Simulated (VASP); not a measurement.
Here is the system:

```yaml
crystal:
  lattice:
    - [-1.93323, 1.93323, 1.93323]
    - [1.93323, -1.93323, 1.93323]
    - [1.93323, 1.93323, -1.93323]
  atoms:
    - { symbol: Tm, position: [0.00000, 0.00000, 0.00000] }
```

Computed with PBEsol GGA, VASP's PBE PAW potentials (set 64) (plane waves; VASP 6.6.1). Numerical set-up: 400 eV cut-off, Gaussian smearing of 0.050 eV, potentials Tm_3.

The 4f electrons are frozen in the core of the lanthanide potential, so 4f levels, which can set the real gap, and their magnetism are missing.

Q: Give the energies of bands 4 to 7 at the high-symmetry points, in eV from the Fermi level.

A: 
| band | Γ | H | N | P |
|---|---|---|---|---|
| 4 | -5.95 | -1.74 | -2.57 | -0.20 |
| 5 | 1.97 | -1.74 | 0.17 | -0.20 |
| 6 | 1.97 | 6.12 | 0.87 | -0.20 |
| 7 | 1.97 | 6.12 | 4.14 | 4.71 |

It has no gap at this level: it comes out as a metal or semimetal.

The structure was generated: Tm was put into the bcc type (Im-3m), which need not be its known phase. It was relaxed first.
